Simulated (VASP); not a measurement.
```xyz
2
Lattice="0.0000 3.2858 3.2858 3.2858 0.0000 3.2858 3.2858 3.2858 0.0000" Properties=species:S:1:pos:R:3 pbc="T T T"
K      0.0000     0.0000     0.0000
Br     3.2858     3.2858     3.2858
```

Computed with optB88-vdW, VASP's PBE PAW potentials (set 64) (plane waves; VASP). Settings: 520 eV cut-off, 8×8×8 Γ-centred mesh, tetrahedra with Blöchl corrections, potentials K_sv Br.

Problem. Predict the energy per atom (σ→0), band gap (on the k-mesh) with the smallest direct gap where there is one.

Solution. 
| Item | Value |
|---|---|
| band gap (on the k-mesh) | 4.35 eV |
| smallest direct gap (on the k-mesh) | 4.35 eV |
| energy per atom (σ→0) | -1.221 eV/atom |

The absolute energy has meaning only against runs of the same code, potentials and settings.

The compound is KBr in the rock salt structure. It was relaxed first.
